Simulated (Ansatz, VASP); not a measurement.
## Cross-check of NaAgCl3 between VASP and Ansatz

Wanted: the spread between two codes on one cell, functional and k mesh. The cell is generated by rule, not measured, and may not be a known phase. The two relaxations start from unlike cells of this crystal (the structure described is Ansatz's start), so only their ends are compared.

Program: Ansatz 0.2.0. Level of theory: plane waves, with VASP 6.6.1 beside it; relaxation of cell and atoms at PBE. Results are calculated unless marked as measured.

The structure was built from a prototype and need not be the compound's stable phase.

## 1. Starting point

It takes space group Pm-3m (No. 221, cubic). Conventional cell: a = 5.425 Å, b = 5.425 Å, c = 5.425 Å, α = 90.00°, β = 90.00°, γ = 90.00°. Nearest to Na lie 12 Cl at 3.84 Å. Nearest to Ag lie 6 Cl at 2.71 Å. Nearest to Cl lie 2 Ag at 2.71 Å. Farther neighbours and most contacts between anions are not listed.

## 2. VASP: relaxation of cell and atoms, PBE

The relaxed volume is the usual yardstick between codes: in a stiff, nearly cubic crystal its relative difference is about their pressure difference at one cell divided by the bulk modulus.

Lines of VASP's logs that name or quote its potential files are left out, and so is its time.

INCAR

```
SYSTEM = NaAgCl3
PREC = Accurate
ENCUT = 500
EDIFF = 1E-07
NELM = 120
ISMEAR = -1
SIGMA = 0.02
LREAL = .FALSE.
ALGO = Normal
GGA = PE
NBANDS = 25
LASPH = .TRUE.
LORBIT = 11
LWAVE = .FALSE.
LCHARG = .FALSE.
ISIF = 3
IBRION = 2
NSW = 80
EDIFFG = -0.005
GGA_COMPAT = .FALSE.
NELMIN = 4
KPAR = 2
```

POSCAR

```
NaAgCl3
1.0
    5.0741525439      0.0000000000      0.0000000000
    0.0000000000      5.0741525439      0.0000000000
    0.0000000000      0.0000000000      5.0741525439
Na Ag Cl
1 1 3
Direct
    0.0000000000      0.0000000000      0.0000000000
    0.5000000000      0.5000000000      0.5000000000
    0.5000000000      0.5000000000      0.0000000000
    0.5000000000      0.0000000000      0.5000000000
    0.0000000000      0.5000000000      0.5000000000
```

KPOINTS

```
Automatic mesh
0
Gamma
4 4 4
0 0 0
```

Potentials, in the order of the species: Na_pv, Ag and Cl (PBE family, release 64).

The run is started by

```
mpirun -np 2 vasp_std
```

Numbers of over 12 decimals in the logs are rounded to 6 here.

Output:

```text
[banner, memory and clock lines left out]
running    2 mpi-ranks, on    1 nodes
 distrk:  each k-point on    1 cores,    2 groups
 distr:  one band on    1 cores,    1 groups

 POSCAR found type information on POSCAR NaAgCl
 POSCAR found :  3 types and       5 ions
 LDA part: xc-table for (Slater+PW92), standard interpolation
 POSCAR, INCAR and KPOINTS ok, starting setup
 FFT: planning ... GRIDC
 FFT: planning ... GRID_SOFT
 FFT: planning ... GRID
 WAVECAR not read
 entering main loop
       N       E                     dE             d eps       ncg     rms          rms(c)
DAV:   1     0.315883771408E+03    0.31588E+03   -0.17628E+04   500   0.138E+03
DAV:   2     0.144518704508E+02   -0.30143E+03   -0.29223E+03   600   0.325E+02
DAV:   3    -0.145575183058E+02   -0.29009E+02   -0.28803E+02   590   0.107E+02
DAV:   4    -0.152207890206E+02   -0.66327E+00   -0.66210E+00   595   0.187E+01
DAV:   5    -0.152392550568E+02   -0.18466E-01   -0.18462E-01   662   0.300E+00    0.102E+01
DAV:   6    -0.137923139878E+02    0.14469E+01   -0.53849E+00   522   0.230E+01    0.868E+00
DAV:   7    -0.137811628259E+02    0.11151E-01   -0.98143E-01   531   0.642E+00    0.487E+00
DAV:   8    -0.137635239392E+02    0.17639E-01   -0.49162E-02   574   0.188E+00    0.111E+00
DAV:   9    -0.137620236556E+02    0.15003E-02   -0.72938E-03   554   0.979E-01    0.214E-01
DAV:  10    -0.137621737865E+02   -0.15013E-03   -0.32580E-03   525   0.386E-01    0.147E-01
DAV:  11    -0.137621700498E+02    0.37366E-05   -0.10954E-04   752   0.765E-02    0.500E-02
DAV:  12    -0.137621646096E+02    0.54402E-05   -0.49492E-05   578   0.575E-02    0.143E-02
DAV:  13    -0.137621646481E+02   -0.38479E-07   -0.48588E-06   614   0.203E-02    0.534E-03
DAV:  14    -0.137621650462E+02   -0.39814E-06   -0.10751E-06   597   0.619E-03    0.170E-03
DAV:  15    -0.137621650258E+02    0.20420E-07   -0.27612E-08   328   0.173E-03
   1 F= -.13762165E+02 E0= -.13760053E+02  d E =-.137622E+02
 curvature:   0.00 expect dE= 0.000E+00 dE for cont linesearch  0.000E+00
 trial: gam= 0.00000 g(F)=  0.000E+00 g(S)=  0.212E-04 ort = 0.000E+00 (trialstep = 0.100E+01)
 search vector abs. value=  0.212E-04
 bond charge predicted
       N       E                     dE             d eps       ncg     rms          rms(c)
DAV:   1    -0.137623632000E+02   -0.19815E-03   -0.38116E-03   571   0.584E-01    0.918E-02
DAV:   2    -0.137621954725E+02    0.16773E-03   -0.39616E-04   569   0.219E-01    0.379E-02
DAV:   3    -0.137621767726E+02    0.18700E-04   -0.49157E-05   586   0.396E-02    0.205E-02
DAV:   4    -0.137621765631E+02    0.20947E-06   -0.44444E-06   587   0.137E-02    0.103E-02
DAV:   5    -0.137621784959E+02   -0.19328E-05   -0.25727E-07   434   0.474E-03    0.940E-04
DAV:   6    -0.137621783552E+02    0.14070E-06   -0.43165E-08   259   0.255E-03    0.597E-04
DAV:   7    -0.137621784148E+02   -0.59526E-07   -0.21434E-08   259   0.144E-03
   2 F= -.13762178E+02 E0= -.13760067E+02  d E =-.133889E-04
 trial-energy change:   -0.000013  1 .order   -0.000012   -0.000021   -0.000003
 step:   1.1334(harm=  1.1898)  dis= 0.00000  next Energy=   -13.762179 (dE=-0.136E-04)
 reached required accuracy - stopping structural energy minimisation
```

From OUTCAR (step 2):

```text
ion  position               nearest neighbor table
   1  0.000  0.000  0.000-
   2  0.500  0.500  0.500-   3 2.54   4 2.54   5 2.54   3 2.54   4 2.54   5 2.54
   3  0.500  0.500  0.000-   2 2.54   2 2.54
   4  0.500  0.000  0.500-   2 2.54   2 2.54
   5  0.000  0.500  0.500-   2 2.54   2 2.54

  LATTYP: Found a simple cubic cell.
 ALAT       =     5.0741525439

 Subroutine GETGRP returns: Found 48 space group operations
 (whereof 48 operations were pure point group operations)

The static configuration has the point symmetry O_h .

 Found     10 irreducible k-points:

   k-points           NKPTS =     10   k-points in BZ     NKDIM =     10   number of bands    NBANDS=     25

   dimension x,y,z NGX =    40 NGY =   40 NGZ =   40
   dimension x,y,z NGXF=    80 NGYF=   80 NGZF=   80

   ENCUT  =  500.0 eV  36.75 Ry    6.06 a.u.   9.25  9.25  9.25*2*pi/ulx,y,z

   NELECT =      39.0000    total number of electrons

 k-points in reciprocal lattice and weights: Automatic mesh
   0.00000000  0.00000000  0.00000000       0.016
   0.25000000  0.00000000  0.00000000       0.094
   0.50000000  0.00000000  0.00000000       0.047
   0.25000000  0.25000000  0.00000000       0.188
   0.50000000  0.25000000  0.00000000       0.188
   0.50000000  0.50000000  0.00000000       0.047
   0.25000000  0.25000000  0.25000000       0.125
   0.50000000  0.25000000  0.25000000       0.188
   0.50000000  0.50000000  0.25000000       0.094
   0.50000000  0.50000000  0.50000000       0.016

 average (electrostatic) potential at core
       1 -48.4254       2 -77.3979       3 -93.5761       4 -93.5761       5 -93.5761

 E-fermi :   0.9754

 k-point     1 :       0.0000    0.0000    0.0000
  band No.  band energies     occupation
    ...
     16      -0.6249      2.00000
     17      -0.6249      2.00000
     18      -0.4426      2.00000
     19      -0.4426      2.00000
     20      -0.4426      2.00000
     21       3.8945      0.00000
     22       4.4280      0.00000
     23       8.4210      0.00000
     24       8.4210      0.00000
     25       9.9405      0.00000

 k-point     2 :       0.2500    0.0000    0.0000
  band No.  band energies     occupation
    ...
     16      -0.5529      2.00000
     17      -0.5529      2.00000
     18      -0.4204      2.00000
     19      -0.4204      2.00000
     20      -0.3853      2.00000
     21       4.8590      0.00000
     22       5.1311      0.00000
     23       7.9339      0.00000
     24       9.1071      0.00000
     25       9.5141      0.00000

 k-point     3 :       0.5000    0.0000    0.0000
  band No.  band energies     occupation
    ...
     16      -0.5045      2.00000
     17      -0.5045      2.00000
     18      -0.3788      2.00000
     19      -0.3788      2.00000
     20      -0.2170      2.00000
     21       6.0332      0.00000
     22       6.5733      0.00000
     23       6.9519      0.00000
     24       9.2737      0.00000
     25       9.2737      0.00000

  Total       -0.0043149     -0.0043149     -0.0043149      0.0000000     -0.0000000      0.0000000
  in kB       -0.0529577     -0.0529577     -0.0529577      0.0000000     -0.0000000      0.0000000
  external PRESSURE =      -0.0529577 kB  Pullay stress =       0.0000000 kB

  energy-cutoff  :      500.00
  volume of cell :      130.54
      direct lattice vectors                 reciprocal lattice vectors
     5.072828003 -0.000000000  0.000000000     0.197128702 -0.000000000  0.000000000
     0.000000000  5.072828003  0.000000000     0.000000000  0.197128702  0.000000000
    -0.000000000 -0.000000000  5.072828003    -0.000000000  0.000000000  0.197128702

 POSITION                                       TOTAL-FORCE (eV/Angst)
 -----------------------------------------------------------------------------------
      0.00000      0.00000      0.00000        -0.000000     -0.000000      0.000000
      2.53641      2.53641      2.53641         0.000000      0.000000      0.000000
      2.53641      2.53641      0.00000        -0.000000     -0.000000      0.000000
      2.53641     -0.00000      2.53641        -0.000000     -0.000000      0.000000
      0.00000      2.53641      2.53641        -0.000000     -0.000000      0.000000
 -----------------------------------------------------------------------------------
    total drift:                                0.000000      0.000000     -0.000000

  FREE ENERGIE OF THE ION-ELECTRON SYSTEM (eV)
  ---------------------------------------------------
  free  energy   TOTEN  =       -13.7621784148 eV

  energy  without entropy=      -13.7579552095  energy(sigma->0) =      -13.76006681

 reached required accuracy - stopping structural energy minimisation

 total charge
# of ion       s       p       d       tot
------------------------------------------
    1        0.012   5.950   0.000   5.962
    2        0.298   0.284   9.123   9.705
    3        1.603   3.491   0.000   5.094
    4        1.603   3.491   0.000   5.094
    5        1.603   3.491   0.000   5.094
--------------------------------------------------
tot          5.118  16.707   9.123  30.948

[... 3 further parts left out ...]
```

CONTCAR:

```
NaAgCl3
   1.00000000000000
     5.0728280025652959   -0.0000000000000000    0.0000000000000000
     0.0000000000000000    5.0728280025652959    0.0000000000000000
    -0.0000000000000000   -0.0000000000000000    5.0728280025652959
  Na              Ag              Cl
     1     1     3
Direct
     0.0000000000000000    0.0000000000000000    0.0000000000000000
     0.5000000000000000    0.5000000000000000    0.5000000000000000
     0.5000000000000000    0.5000000000000000    0.0000000000000000
     0.5000000000000000    0.0000000000000000    0.5000000000000000
     0.0000000000000000    0.5000000000000000    0.5000000000000000
```

## 3. Ansatz: relaxation of cell and atoms, PBE

Ansatz runs on its default PAW (the set named soft_2) files.

Its own start cell and the same functional, mesh and smearing now go to Ansatz, which takes its cutoff from its data sets.

input.yaml

```yaml
crystal:
  lattice:
    - [5.4252, 0.0, 0.0]
    - [0.0, 5.4252, 0.0]
    - [0.0, 0.0, 5.4252]
  atoms:
    - { symbol: Na, position: [0.0, 0.0, 0.0] }
    - { symbol: Ag, position: [0.5, 0.5, 0.5] }
    - { symbol: Cl, position: [0.5, 0.5, 0.0] }
    - { symbol: Cl, position: [0.5, 0.0, 0.5] }
    - { symbol: Cl, position: [0.0, 0.5, 0.5] }
kpoints:
  mp_grid: { grid: [4, 4, 4] }
hamiltonian:
  xc: pbe
scf:
  occupations: { method: fermi_dirac, width: 0.02 }
relax:
  f_tol: 0.01
  max_steps: 80
  cell: {}
```

The run is started by

```
ansatz run input.yaml --threads 4 --pin off --max-ram 9216MiB --backend cpu --events-out ev --progress --plain --runs-dir out
```

Output:

```text
Engine: ansatz 0.2.0, aarch64-unknown-linux-gnu
Pseudopotentials: kind: paw
Pseudopotential: Na, paw, valence charge 9, recommended cutoff 420 eV (normal), Na.paw.azcp
Pseudopotential: Ag, paw, valence charge 19, recommended cutoff 420 eV (normal), Ag.paw.azcp
Pseudopotential: Cl, paw, valence charge 7, recommended cutoff 420 eV (normal), Cl.paw.azcp
Functional definition: PBE
  parameter kappa = 0.804
  parameter beta = 0.066725
  exchange = pbe_x(kappa = kappa, mu = beta*pi^2/3)
  correlation = pbe_c(beta = beta)
Crystal: 5 atoms, lattice volume = 159.679 Å³
Basis set: ecut = 420 eV, 3119 PW (Γ), exchange–correlation on 80×80×80 points (8 copies of the dense FFT grid, shifted against one another)
Bands: 30, of which v1, the nominal top of the filled ones, is band 25 counted from 1 (24 counted from 0)
Symmetry: 48 space group operations
Space group: Pm-3m (ITA 221), of the structure as read, at distance tolerance 5.4e-5 Å
k-points: 10 of 64
Non-local potential: Na, projectors of the file, l = 0: 3, l = 1: 2, l = 2: 1
Non-local potential: Ag, projectors of the file, l = 0: 3, l = 1: 2, l = 2: 2, l = 3: 1
Non-local potential: Cl, projectors of the file, l = 0: 2, l = 1: 2, l = 2: 2
PAW form: soft (Blöchl's): semilocal exchange-correlation on the pseudo side does not see the compensation charge
PAW one-centre angular grid: Na, 110 points (default); XC on 64 Gauss nodes
PAW one-centre angular grid: Ag, 590 points (default); XC on 64 Gauss nodes
PAW one-centre angular grid: Cl, 110 points (default); XC on 64 Gauss nodes
Initial density: superposition of atomic densities (neutral atoms: chi_scale 0, normalization atom), corrected by the library's trained network
Initial wavefunctions: pseudopotential atomic-orbital guess
Functional: x = pbe(κ = 0.804, μ = 0.219515), c = pbe(β = 0.066725)
SCF iter   1: F=—  HF=-12319.266050 eV  |F-HF|=—  |Δ(HF+E_count)|=         —  Δρ=1.37e-3  dr2=4.09e-3  ethr=1.77e-3  ⟨swp⟩=7.5  Hψ=1253  notcnv=0
preconditioner: auto → LDOS  [insulator: Δε(μ)=0.268 eV  Ē_g=9.833 eV  σ=0.020 eV  W_gap=0.75  n_scr=26 (ndim 8)  ℏωp=16.9 eV  f_vac=0.260  D(μ)=3.52/eV (n_scr^D=18)  ε∞_Penn≈3.9  β→1.0]
SCF iter   2: F=—  HF=-12319.267164 eV  |F-HF|=—  |Δ(HF+E_count)|=   1.11e-3  Δρ=6.18e-4  dr2=5.46e-4  ethr=8.35e-6  ⟨swp⟩=2.1  Hψ=591  notcnv=0  defer=10
SCF iter   3: F=—  HF=-12319.267072 eV  |F-HF|=—  |Δ(HF+E_count)|=   9.21e-5  Δρ=2.50e-4  dr2=1.59e-4  ethr=1.11e-6  ⟨swp⟩=2.4  Hψ=505  notcnv=0  defer=10
SCF iter   4: F=—  HF=-12319.267070 eV  |F-HF|=—  |Δ(HF+E_count)|=   1.97e-6  Δρ=2.24e-4  dr2=8.90e-5  ethr=3.25e-7  ⟨swp⟩=2.5  Hψ=494  notcnv=0  defer=10
SCF iter   5: F=—  HF=-12319.267038 eV  |F-HF|=—  |Δ(HF+E_count)|=   3.17e-5  Δρ=5.19e-5  dr2=8.09e-6  ethr=1.82e-7  ⟨swp⟩=2.5  Hψ=489  notcnv=0  defer=10
SCF iter   6: F=—  HF=-12319.267037 eV  |F-HF|=—  |Δ(HF+E_count)|=   6.33e-7  Δρ=1.46e-5  dr2=2.02e-7  ethr=1.65e-8  ⟨swp⟩=2.2  Hψ=455  notcnv=0  defer=10
SCF iter   7: F=-12319.267037 eV  HF=-12319.267037 eV  |F-HF|=2.24e-10  |Δ(HF+E_count)|=   4.70e-8  Δρ=3.08e-6  dr2=8.40e-9  ethr=2.04e-10  ⟨swp⟩=4.0  Hψ=982  notcnv=0
SCF 1 converged in 7 iterations: F = -12319.267037 eV  dr2 = 8.40e-9
  greatest PAW one-centre occupation: 1.000 electrons in one spin orbital (limit 2), on the Ag atom at site 1 (counted from 0), in its partial waves of l = 0
relax step   1: F+E_penalty+E_count = -12319.26703732 eV  Δ(F+E_penalty+E_count) = +0.000e0 eV  max|allowed force component| = 1.608e-28 eV/Å  Δτ_max = 0.0000 Å  P = -3.944 GPa  Ω = 159.679 Å³  (7 SCF iters, dr2 threshold 1.00e-7 eV, accepted)
[...]
relax step   3: F+E_penalty+E_count = -12319.66079602 eV  Δ(F+E_penalty+E_count) = -7.849e-2 eV  max|allowed force component| = 1.884e-28 eV/Å  Δτ_max = 0.0000 Å  P = +2.148 GPa  Ω = 123.861 Å³  energy of the carried Pulay correction = +2.763e-3 eV  (7 SCF iters, dr2 threshold 5.00e-7 eV, accepted)
[...]
relax step   4: F+E_penalty+E_count = -12319.70481373 eV  Δ(F+E_penalty+E_count) = -4.402e-2 eV  max|allowed force component| = 2.665e-29 eV/Å  Δτ_max = 0.0000 Å  P = -0.133 GPa  Ω = 131.478 Å³  energy of the carried Pulay correction = +2.118e-3 eV  (7 SCF iters, dr2 threshold 5.00e-7 eV, accepted)
[...]
relax step   5: F+E_penalty+E_count = -12319.70507530 eV  Δ(F+E_penalty+E_count) = -2.616e-4 eV  max|allowed force component| = 4.067e-29 eV/Å  Δτ_max = 0.0000 Å  P = -0.006 GPa  Ω = 130.973 Å³  energy of the carried Pulay correction = +2.160e-3 eV  (4 SCF iters, dr2 threshold 4.43e-8 eV, accepted)
[...]
relax step   6: F+E_penalty+E_count = -12319.70243158 eV  Δ(F+E_penalty+E_count) = +2.644e-3 eV  max|allowed force component| = 9.802e-30 eV/Å  Δτ_max = 0.0000 Å  P = -0.005 GPa  Ω = 130.973 Å³  stress off target by 4.98e-3 GPa  SCF on the basis re-selected at this cell (its energy is not comparable with the rows above)  (8 SCF iters)
basis re-selected at this cell: Δ(F+E_penalty+E_count) = +2.644e-3 eV, ΔP = +0.001 GPa vs the last step (what re-selecting the basis moved, of the pressure what is left beyond the Pulay correction that the steps carried, after the strain that the cell walked since its last selection, with what the two solves' SCF thresholds leave and, on support functions, any second-order correction that the steps lacked; it is no measure of the basis error at this ecutwfc). The dense FFT grid was sized anew with the basis: this SCF ran on 36×36×36 points, the steps before it on 40×40×40, so part of this shift can come from that change (see relax.cell in the input reference). [rest of the remark cut]
SCF converged after 8 iterations
Free energy (F): -12319.702432 eV
Harris-Foulkes:  -12319.702432 eV  (|F-HF|=1.82e-12)
Internal energy: -12319.698208 eV  (E = F + TS)
E sigma→0 (E₀):  -12319.700320 eV
Entropy (-TS):   -0.004223 eV (-0.845 meV/atom)
Fermi energy:    3.206558 eV
--- Per-component energies (eV) ---
  E_band       = -754.258422
  E_kinetic    = 1127.733456
  E_local      = -6169.056848  (includes V_loc(G=0)·N_el)
  E_nonlocal   = 281.885038
  E_hartree    = 2547.644775
  E_xc         = -543.424588
  E_vxc        = -648.639235  (∫ρ·V_xc dr)
  E_paw        = -6142.870605  (= ΣΔE_a)
  E_vpaw       = -441.470931  (= ΣTr[D̂ρ^β])
  E_aug_tail   = 0.000545  (compensation charges beyond the density's cutoff)
  E_ewald      = -3421.609982
  E_smearing   = -0.004223  (= −TS)
  E_closure    = 0.000000  (closes the sum)
  Σ components = -12319.702432   (vs F -12319.702432, Δ=0.00e0)
--- Forces (eV/Å), atoms counted from 1 ---
  atom   1  Na    -0.00000000    -0.00000000     0.00000000
  atom   2  Ag    -0.00000000    -0.00000000     0.00000000
  atom   3  Cl     0.00000000    -0.00000000     0.00000000
  atom   4  Cl     0.00000000     0.00000000     0.00000000
  atom   5  Cl    -0.00000000     0.00000000    -0.00000000
  max |Σ_I F_I| component: 1.41e-29 eV/Å
--- Stress (GPa, compression-positive) ---
       -0.004984       0.000000      -0.000000
        0.000000      -0.004984      -0.000000
       -0.000000      -0.000000      -0.004984
  P = ⅓ Tr σ = -0.0050 GPa (-0.050 kbar)
--- Relaxed structure (5 steps of the walk, 5 accepted, 1 SCFs on fresh bases) ---
  F+E_penalty+E_count = -12319.70243158 eV   max|allowed force component| = 9.802e-30 eV/Å   (the final SCF, on the basis selected at the relaxed cell)
  cell:  # Å, volume = 130.9733 Å³
    - [5.078408, 0, 0]
    - [0, 5.078408, 0.0]
    - [0, 0.0, 5.078408]
  atoms:
    - { symbol: Na, position: [0, 0, 0] }
    - { symbol: Ag, position: [0.5, 0.5, 0.5] }
    - { symbol: Cl, position: [0.5, 0.5, 0] }
    - { symbol: Cl, position: [0.5, 0, 0.5] }
    - { symbol: Cl, position: [0, 0.5, 0.5] }
```

The column dr2 measures how far the density is from self-consistency, as an energy; F and HF (Harris–Foulkes) agree once it is small.

## 4. Differences

Known differences besides the potentials themselves: the data sets hold 49 valence electrons in Ansatz (on its default PAW (the set named soft_2) files) and 39 in VASP; the cutoff is 420 eV in Ansatz and 500 eV in VASP; Ansatz adds a Pulay correction to the stress that steers its cell, VASP none. Total energies have different zeros and are not compared.

Both answers:

```csv
quantity,Ansatz,VASP,difference
volume (Å³),130.97,130.54,+0.33 %
"edge a after relaxation, in the typed setting (Å)",5.078,5.073,+0.11 %
```

## 5. Outcome

```yaml
difference_in_volume_relaxation_of_cell_and_atoms_pbe: 0.33 %
```

The difference in volume is 0.33 % (relaxation of cell and atoms, PBE), within the 1.2 % picked in this series as the mark of a large difference, as far as the stopping tolerances let one tell. The data sets hold unlike numbers of valence electrons (49 in Ansatz and 39 in VASP), so part of the differences comes from the potentials. Such differences can come from data sets, numerical settings and the points named under the comparisons, not from the functional's error against experiment.

[Lines on the potential files, build, host, timing and source positions are cut from VASP's logs without a mark.]

[Logs are printed without paths, hosts, clocks, repeated set-up lines and the standing remarks that a program may print on its own settings, such as how far it seeks lower states.]

[Hosts, paths, dates, database ids (printed as entryN), source tags and the programs' standing remarks are cut or masked in the printed files.]
